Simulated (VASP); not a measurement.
Zn$_{4}$S$_{2}$Se$_{2}$ (ordered alloy cell): computed properties

Calculation: PBEsol GGA, VASP's PBE PAW potentials (set 64) (plane waves; VASP).

- space group: P-4m2 (115)
- cell: a = 3.8840 Å, b = 3.8840 Å, c = 5.4871 Å, α = 90.00°, β = 90.00°, γ = 90.00°
- volume per atom: 20.69 Å³/atom
- band gap (on the k-mesh): 1.56 eV
- smallest direct gap (on the k-mesh): 1.56 eV
- band-edge character: direct, Γ to Γ
- density: 4.85 g/cm³

```cif
data_S2Se2Zn4
_chemical_formula_sum 'Zn4 Se2 S2'
_space_group_name_H-M_alt 'P 1'
_space_group_IT_number 1
_cell_length_a 5.49281
_cell_length_b 5.49281
_cell_length_c 5.48711
_cell_angle_alpha 90.000
_cell_angle_beta 90.000
_cell_angle_gamma 90.000
loop_
_space_group_symop_operation_xyz
  'x, y, z'
loop_
_atom_site_label
_atom_site_type_symbol
_atom_site_fract_x
_atom_site_fract_y
_atom_site_fract_z
_atom_site_occupancy
Zn1 Zn 0.00000 0.00000 0.98639 1
Zn2 Zn 0.50000 0.50000 0.98639 1
Zn3 Zn 0.50000 0.00000 0.51361 1
Zn4 Zn 0.00000 0.50000 0.51361 1
Se1 Se 0.25000 0.25000 0.25000 1
Se2 Se 0.75000 0.75000 0.25000 1
S1 S 0.75000 0.25000 0.75000 1
S2 S 0.25000 0.75000 0.75000 1
```

The structure was generated: Zn4S2Se2 was put into an ordered model structure (P-4m2), which need not be its known phase. It was relaxed first. Symmetry was kept, so distortions that lower it aren't found.
